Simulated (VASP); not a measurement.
Given:

```xyz
6
Lattice="3.9944 0.0000 0.0000 0.0000 3.9944 0.0000 0.0000 0.0000 3.9944" Properties=species:S:1:pos:R:3 pbc="T T T"
Tc     1.9972     1.9972     0.0000
Tc     0.0000     1.9972     1.9972
Tc     1.9972     0.0000     1.9972
N      0.0000     0.0000     1.9972
N      1.9972     0.0000     0.0000
N      0.0000     1.9972     0.0000
```

All values below come from PBEsol GGA, VASP's PBE PAW potentials (set 64) (plane waves; VASP). Numerical set-up: 520 eV cut-off, 9×9×9 Γ-centred mesh, tetrahedra with Blöchl corrections, potentials Tc_pv N.

**Question.** Estimate the energy per atom (σ→0), band gap (on the k-mesh) with the smallest direct gap where there is one.

**Answer.** 
```json
{
  "band gap (on the k-mesh)": "none (metal, semimetal or under 0.01 eV)",
  "energy per atom (σ→0)": "-10.123 eV/atom"
}
```

Total energies compare only between runs with the same potentials, cut-off and functional.

The structure comes from a computed database's TcN entry (Pm-3m); how it stands against other phases isn't given here. It was relaxed first.
